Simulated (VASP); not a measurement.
All values below come from PBE GGA, VASP's PBE PAW potentials (set 64) (plane waves; VASP 6.6.1).

Input for VASP

**INCAR**
```
SYSTEM = NbAs
PREC = Accurate
ENCUT = 300
EDIFF = 1E-6
NELM = 100
ALGO = Normal
LREAL = .FALSE.
LASPH = .TRUE.
ISMEAR = 0
SIGMA = 0.1
GGA = PE
LMAXMIX = 4
LWAVE = .FALSE.
LCHARG = .FALSE.
ISIF = 3
IBRION = 2
NSW = 50
EDIFFG = -0.01
```

File KPOINTS:
```
Automatic mesh
0
Gamma
8 8 8
0 0 0
```

File POSCAR:
```
NbAs
1.0
 -1.7084840000   1.7084840000   5.8205880000
  1.7084840000  -1.7084840000   5.8205880000
  1.7084840000   1.7084840000  -5.8205880000
Nb As
2 2
Cart
 -0.0000000000   0.0000000000   8.7276224707
  1.7084840000   0.0000000000   5.8173284707
  0.0000000000  -0.0000000000   1.9473359213
  0.0000000000   1.7084840000   4.8576299213
```

POTCAR, in this order: Nb_sv As (PBE.64 set). Program: vasp_std.

What VASP printed:

OSZICAR:
```
...
DAV:   3    -0.332985626799E+02   -0.21175E+02   -0.20904E+02  4812   0.877E+01
DAV:   4    -0.342565015398E+02   -0.95794E+00   -0.95607E+00  3644   0.180E+01
DAV:   5    -0.342949946436E+02   -0.38493E-01   -0.38478E-01  4350   0.352E+00    0.118E+01
DAV:   6    -0.324566904820E+02    0.18383E+01   -0.95864E+00  3792   0.194E+01    0.354E+00
DAV:   7    -0.324522045372E+02    0.44859E-02   -0.41355E-01  4338   0.346E+00    0.210E+00
DAV:   8    -0.324422970538E+02    0.99075E-02   -0.48041E-02  3472   0.138E+00    0.365E-01
DAV:   9    -0.324421115490E+02    0.18550E-03   -0.56894E-03  4164   0.550E-01    0.206E-01
DAV:  10    -0.324422054533E+02   -0.93904E-04   -0.48638E-04  3292   0.212E-01    0.276E-02
DAV:  11    -0.324421938626E+02    0.11591E-04   -0.12169E-04  4380   0.641E-02    0.134E-02
DAV:  12    -0.324421891999E+02    0.46627E-05   -0.64715E-06  3336   0.238E-02    0.528E-03
DAV:  13    -0.324421883631E+02    0.83674E-06   -0.44777E-07  2360   0.606E-03
   1 F= -.32442188E+02 E0= -.32439478E+02  d E =-.324422E+02
       N       E                     dE             d eps       ncg     rms          rms(c)
DAV:   1    -0.356810683498E+02   -0.32389E+01   -0.11246E+02  3304   0.116E+02    0.118E+01
DAV:   2    -0.328601641522E+02    0.28209E+01   -0.20728E+01  3832   0.375E+01    0.505E+00
DAV:   3    -0.323284655601E+02    0.53170E+00   -0.92140E-01  3904   0.691E+00    0.221E+00
DAV:   4    -0.322746779028E+02    0.53788E-01   -0.11528E+00  4648   0.575E+00    0.148E+00
DAV:   5    -0.322814161242E+02   -0.67382E-02   -0.36871E-02  3238   0.124E+00    0.107E+00
DAV:   6    -0.323161475468E+02   -0.34731E-01   -0.62062E-02  4704   0.124E+00    0.366E-01
DAV:   7    -0.323142270877E+02    0.19205E-02   -0.58463E-03  3596   0.607E-01    0.616E-02
DAV:   8    -0.323143334967E+02   -0.10641E-03   -0.81345E-04  4850   0.151E-01    0.442E-02
DAV:   9    -0.323143653486E+02   -0.31852E-04   -0.14399E-04  4406   0.858E-02    0.387E-02
DAV:  10    -0.323143577354E+02    0.76132E-05   -0.71321E-05  4026   0.491E-02    0.109E-02
DAV:  11    -0.323143593048E+02   -0.15694E-05   -0.63763E-06  3330   0.175E-02    0.153E-03
DAV:  12    -0.323143591847E+02    0.12007E-06   -0.28599E-07  2294   0.467E-03
   2 F= -.32314359E+02 E0= -.32311315E+02  d E =0.127829E+00
       N       E                     dE             d eps       ncg     rms          rms(c)
DAV:   1    -0.338347820010E+02   -0.15204E+01   -0.46194E+01  2800   0.756E+01    0.861E+00
DAV:   2    -0.327067752339E+02    0.11280E+01   -0.46083E+00  3256   0.208E+01    0.332E+00
DAV:   3    -0.324883829448E+02    0.21839E+00   -0.12131E+00  4806   0.867E+00    0.162E+00
DAV:   4    -0.324966499570E+02   -0.82670E-02   -0.31509E-01  3864   0.302E+00    0.566E-01
DAV:   5    -0.324948538349E+02    0.17961E-02   -0.64409E-02  5040   0.189E+00    0.555E-01
DAV:   6    -0.325065091066E+02   -0.11655E-01   -0.50742E-02  5062   0.138E+00    0.257E-01
DAV:   7    -0.325043718661E+02    0.21372E-02   -0.18696E-02  3772   0.747E-01    0.847E-02
DAV:   8    -0.325043807150E+02   -0.88489E-05   -0.56339E-04  4312   0.138E-01    0.160E-02
DAV:   9    -0.325043837446E+02   -0.30295E-05   -0.19748E-05  3404   0.257E-02    0.120E-02
DAV:  10    -0.325043796544E+02    0.40902E-05   -0.50855E-06  3162   0.107E-02    0.787E-03
DAV:  11    -0.325043791433E+02    0.51114E-06   -0.18314E-06  2292   0.992E-03
   3 F= -.32504379E+02 E0= -.32501570E+02  d E =-.621908E-01
       N       E                     dE             d eps       ncg     rms          rms(c)
DAV:   1    -0.325045912580E+02   -0.21160E-03   -0.65542E-03  3000   0.910E-01    0.996E-02
DAV:   2    -0.325044363283E+02    0.15493E-03   -0.76380E-04  3700   0.256E-01    0.396E-02
DAV:   3    -0.325044045012E+02    0.31827E-04   -0.10367E-04  4996   0.850E-02    0.145E-02
DAV:   4    -0.325044068317E+02   -0.23304E-05   -0.29745E-05  4426   0.216E-02    0.586E-03
DAV:   5    -0.325044083765E+02   -0.15449E-05   -0.44666E-06  3202   0.174E-02    0.683E-03
DAV:   6    -0.325044133616E+02   -0.49851E-05   -0.67053E-06  4248   0.103E-02    0.244E-03
DAV:   7    -0.325044119934E+02    0.13682E-05   -0.28481E-07  1970   0.390E-03    0.217E-03
DAV:   8    -0.325044122419E+02   -0.24850E-06   -0.17316E-07  1916   0.311E-03
   4 F= -.32504412E+02 E0= -.32501605E+02  d E =-.622239E-01
       N       E                     dE             d eps       ncg     rms          rms(c)
DAV:   1    -0.325045544861E+02   -0.14249E-03   -0.56674E-03  3032   0.842E-01    0.931E-02
DAV:   2    -0.325044134041E+02    0.14108E-03   -0.68135E-04  3468   0.241E-01    0.369E-02
DAV:   3    -0.325043859916E+02    0.27413E-04   -0.89948E-05  4918   0.782E-02    0.143E-02
DAV:   4    -0.325043878004E+02   -0.18088E-05   -0.26259E-05  4416   0.204E-02    0.563E-03
DAV:   5    -0.325043890688E+02   -0.12684E-05   -0.34882E-06  2664   0.160E-02    0.648E-03
DAV:   6    -0.325043936064E+02   -0.45376E-05   -0.71374E-06  4040   0.101E-02    0.308E-03
DAV:   7    -0.325043922315E+02    0.13749E-05   -0.27796E-07  1748   0.399E-03    0.232E-03
DAV:   8    -0.325043920637E+02    0.16785E-06   -0.92408E-08  1640   0.275E-03
   5 F= -.32504392E+02 E0= -.32501587E+02  d E =-.622037E-01
       N       E                     dE             d eps       ncg     rms          rms(c)
DAV:   1    -0.325046764953E+02   -0.28426E-03   -0.32465E-02  2596   0.170E+00    0.823E-02
DAV:   2    -0.325046820928E+02   -0.55975E-05   -0.22504E-03  3196   0.391E-01    0.415E-02
DAV:   3    -0.325046457291E+02    0.36364E-04   -0.16433E-04  4394   0.984E-02    0.127E-02
DAV:   4    -0.325046444238E+02    0.13053E-05   -0.12551E-05  3902   0.270E-02    0.381E-03
DAV:   5    -0.325046448412E+02   -0.41734E-06   -0.84780E-07  2252   0.700E-03
   6 F= -.32504645E+02 E0= -.32501821E+02  d E =-.252778E-03
       N       E                     dE             d eps       ncg     rms          rms(c)
DAV:   1    -0.325047514696E+02   -0.10705E-03   -0.27964E-02  2596   0.158E+00    0.767E-02
DAV:   2    -0.325047549078E+02   -0.34382E-05   -0.19405E-03  3236   0.363E-01    0.385E-02
DAV:   3    -0.325047230616E+02    0.31846E-04   -0.13881E-04  4402   0.905E-02    0.117E-02
DAV:   4    -0.325047219897E+02    0.10720E-05   -0.10942E-05  3848   0.250E-02    0.353E-03
DAV:   5    -0.325047223928E+02   -0.40310E-06   -0.75603E-07  2276   0.673E-03
   7 F= -.32504722E+02 E0= -.32501884E+02  d E =-.330329E-03
       N       E                     dE             d eps       ncg     rms          rms(c)
DAV:   1    -0.325057001875E+02   -0.97820E-03   -0.42789E-02  2918   0.219E+00    0.217E-01
DAV:   2    -0.325049264703E+02    0.77372E-03   -0.37080E-03  3698   0.554E-01    0.952E-02
DAV:   3    -0.325047109067E+02    0.21556E-03   -0.83645E-04  4300   0.241E-01    0.383E-02
DAV:   4    -0.325047101733E+02    0.73339E-06   -0.24641E-04  4220   0.891E-02    0.141E-02
DAV:   5    -0.325047076076E+02    0.25658E-05   -0.55947E-05  5174   0.551E-02    0.162E-02
DAV:   6    -0.325047081862E+02   -0.57859E-06   -0.94774E-06  3970   0.187E-02
   8 F= -.32504708E+02 E0= -.32501848E+02  d E =0.142066E-04
       N       E                     dE             d eps       ncg     rms          rms(c)
DAV:   1    -0.325050563890E+02   -0.34878E-03   -0.12682E-02  2918   0.119E+00    0.120E-01
DAV:   2    -0.325048186305E+02    0.23776E-03   -0.11339E-03  3690   0.306E-01    0.524E-02
DAV:   3    -0.325047543149E+02    0.64316E-04   -0.22677E-04  4292   0.126E-01    0.202E-02
DAV:   4    -0.325047573940E+02   -0.30791E-05   -0.66534E-05  4222   0.437E-02    0.735E-03
DAV:   5    -0.325047577646E+02   -0.37050E-06   -0.14372E-05  4436   0.278E-02    0.856E-03
DAV:   6    -0.325047623538E+02   -0.45893E-05   -0.26135E-06  2670   0.107E-02    0.292E-03
DAV:   7    -0.325047623924E+02   -0.38594E-07   -0.11085E-06  1670   0.831E-03
   9 F= -.32504762E+02 E0= -.32501913E+02  d E =-.399997E-04
```

### OUTCAR
```
------------------------ aborting loop because EDIFF is reached ----------------------------------------
  FORCE on cell =-STRESS in cart. coord.  units (eV):
  Direction    XX          YY          ZZ          XY          YZ          ZX
  --------------------------------------------------------------------------------------
  Total       -0.0045485     -0.0045485     -0.0397681      0.0000000      0.0000000      0.0000000
  in kB       -0.1030941     -0.1030941     -0.9013725      0.0000000      0.0000000      0.0000000
  external PRESSURE =      -0.3691869 kB  Pullay stress =       0.0000000 kB
  volume of cell :       70.69
      direct lattice vectors                 reciprocal lattice vectors
    -1.734554597  1.734554597  5.873603642     0.000000000  0.288258439  0.085126616
     1.734554597 -1.734554597  5.873603642     0.288258439  0.000000000  0.085126616
     1.734554597  1.734554597 -5.873603642     0.288258439  0.288258439  0.000000000
 POSITION                                       TOTAL-FORCE (eV/Angst)
 -----------------------------------------------------------------------------------
      0.00000      0.00000      8.80310         0.000000     -0.000000      0.003699
      1.73455     -0.00000      5.86630        -0.000000      0.000000      0.003699
      0.00000      0.00000      1.96908         0.000000      0.000000     -0.003699
      0.00000      1.73455      4.90589        -0.000000     -0.000000     -0.003699
 -----------------------------------------------------------------------------------
    total drift:                               -0.000000     -0.000000      0.000081
  FREE ENERGIE OF THE ION-ELECTRON SYSTEM (eV)
  ---------------------------------------------------
  free  energy   TOTEN  =       -32.5047623924 eV

  energy  without entropy=      -32.4990635071  energy(sigma->0) =      -32.50191295

 reached required accuracy - stopping structural energy minimisation
```
(Selected blocks of OUTCAR.)

### CONTCAR
```
NbAs
   1.00000000000000
    -1.7345545967867568    1.7345545967867568    5.8736036420965885
     1.7345545967867568   -1.7345545967867568    5.8736036420965885
     1.7345545967867568    1.7345545967867568   -5.8736036420965885
  Nb              As
     2     2
Direct
     0.7493785287984641    0.7493785287984641    0.0000000000000000
     0.4993785287984641    0.9993785287984641    0.5000000000000000
     0.1676214712015375    0.1676214712015375    0.0000000000000000
     0.9176214712015375    0.4176214712015375    0.5000000000000000
```

At this cut-off the stress carries a Pulay error, which pulls relaxed volumes low. Energy and stress use the plane-wave basis of the starting cell.

The structure comes from a computed database's NbAs entry; how it stands against other phases isn't given here. This run relaxes it. Symmetry was kept, so distortions that lower it aren't found. The k-mesh is coarse (spacing up to 0.32 per Å, 2π included), so the numbers may not be converged in it. The run is one of a series of settings (EDIFFG = -0.01, IBRION = 2, ISIF = 3, NSW = 50 against the base run), some of them coarse on purpose.
